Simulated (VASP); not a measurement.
Data:

```
CELL_PARAMETERS angstrom
      0.00000     3.38429     3.38429
      3.38429     0.00000     3.38429
      3.38429     3.38429     0.00000
ATOMIC_POSITIONS crystal
  Mg 0.25000 0.25000 0.25000
  Mg 0.75000 0.75000 0.75000
  Sn 0.00000 0.00000 0.00000
```

Calculation: rev-vdW-DF2, VASP's PBE PAW potentials (set 64) (plane waves; VASP). Run with 520 eV cut-off, Gaussian smearing of 0.050 eV, potentials Mg Sn_d.

Problem. Give the energies of bands 7 to 12 at the high-symmetry points, in eV from the Fermi level.

Solution. 
| band | Γ | X | U | L | W |
|---|---|---|---|---|---|
| 7 | 0.06 | -4.50 | -4.09 | -4.71 | -3.69 |
| 8 | 0.06 | -2.02 | -3.45 | -0.76 | -3.69 |
| 9 | 0.06 | -2.02 | -1.70 | -0.76 | -2.60 |
| 10 | 1.44 | -0.07 | 0.47 | 0.71 | 2.74 |
| 11 | 2.25 | 0.27 | 2.68 | 2.32 | 3.04 |
| 12 | 2.25 | 7.27 | 5.39 | 2.32 | 3.04 |

It has no gap at this level: it comes out as a metal or semimetal.

Measured: gap 0.36 eV (computed value off by -0.36 eV), as given by Byungki Ryu et al., Journal of the Korean Physical Society (2019), arXiv:1905.06140.

The compound is Mg2Sn in the antifluorite structure. It was relaxed first.
